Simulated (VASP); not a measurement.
Given:

```
TiSe2
1.0
    1.74347    -3.01978     0.00000
    1.74347     3.01978     0.00000
    0.00000     0.00000     5.86555
Ti Se
1 2
Direct
  0.00000   0.00000   0.00000
  0.33333   0.66667   0.26432
  0.66667   0.33333   0.73568
```

Computed with PBE GGA with D3 dispersion (Becke-Johnson damping), VASP's PBE PAW potentials (set 64) (plane waves; VASP). Settings: 520 eV cut-off, 11×11×6 Γ-centred mesh, tetrahedra with Blöchl corrections, potentials Ti_sv Se.

The job: TiSe2 (1T layered), 3 atoms, PBE-D3(BJ), static run, 520 eV, 11×11×6 Γ-centred mesh. Roughly how much core time does it take on a busy server core?

About 70 core-seconds (one run on a shared machine, a rough figure). It had 84 irreducible k-points, 16 bands, up to 1690 plane waves and 20 electronic steps.

The compound is TiSe2 in the 1T layered structure. It was relaxed first, which changed the volume by -5 %.
